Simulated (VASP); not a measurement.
Crystal: SCdClH, in a box.

```
S Cd Cl H
1.0
    14.00000    0.00000    0.00000
     0.00000   12.00000    0.00000
     0.00000    0.00000   12.00000
S Cd Cl H
1 1 1 1
Direct
  0.35512 0.51171 0.45799
  0.50291 0.45577 0.52615
  0.64674 0.39866 0.59404
  0.39075 0.60484 0.41163
```

Program: VASP 6.6.1. Alike in all runs: no spin polarisation; cell as given; k mesh 1 × 1 × 1; smearing gaussian 0.01 eV.

Problem. Order these runs on this cell by their band gap on the k mesh, lowest first.
A. level PBE+TS; potentials or basis VASP PAW PBE potentials, release 64 (S, Cd, Cl, H); cutoff (eV) 520
B. level SCAN+D4; potentials or basis VASP PAW PBE potentials, release 64 (S, Cd, Cl, H_s); cutoff (eV) 400
C. level B3LYP+TS; potentials or basis VASP PAW PBE potentials, release 64 (S, Cd, Cl, H); cutoff (eV) 520; grid for exact exchange (PRECFOCK) Normal; exchange at q = 0 default

Solution. A (3.78 eV), B (4.25 eV), C (5.26 eV).

A k mesh can miss the band edges.

Not every run made on this cell is shown here.
